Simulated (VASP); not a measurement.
**MgCdTe2 (space group R3m): computed properties**

Calculation: PBEsol GGA, VASP's PBE PAW potentials (set 64) (plane waves; VASP 6.6.1).

For MgCdTe₂, the space group comes out as R3m (160), the cell is a = b = 4.576 Å, c = 22.308 Å, α = β = 90.00°, γ = 120.00° and the volume per atom comes out as 33.71 Å³/atom. The band gap (over mesh and band path) is 1.28 eV, the smallest direct gap (over mesh and band path) is 1.28 eV and the band-edge character is direct, Γ to Γ. The density is 4.83 g/cm³.

```cif
data_Cd3Mg3Te6
_chemical_formula_sum 'Mg3 Cd3 Te6'
_space_group_name_H-M_alt 'R3m :H'
_space_group_IT_number 160
_space_group_name_Hall 'R 3 -2"'
_cell_length_a 4.57569
_cell_length_b 4.57569
_cell_length_c 22.30820
_cell_angle_alpha 90.000
_cell_angle_beta 90.000
_cell_angle_gamma 120.000
loop_
_atom_site_label
_atom_site_type_symbol
_atom_site_symmetry_multiplicity
_atom_site_Wyckoff_symbol
_atom_site_fract_x
_atom_site_fract_y
_atom_site_fract_z
_atom_site_occupancy
Mg1 Mg 3 a 0.00000 0.00000 0.49913 1
Cd1 Cd 3 a 0.00000 0.00000 0.00045 1
Te1 Te 3 a 0.00000 0.00000 0.12643 1
Te2 Te 3 a 0.00000 0.00000 0.62400 1
```
(The calculation used a cell of 4 atoms; values per cell refer to that cell.)

Unless said otherwise, spin-orbit coupling is left out, though it shifts the bands of the heavy elements here.

The structure comes from a computed database's MgCdTe2 entry (R3m); how it stands against other phases isn't given here. It was relaxed first. Symmetry was kept, so distortions that lower it aren't found.
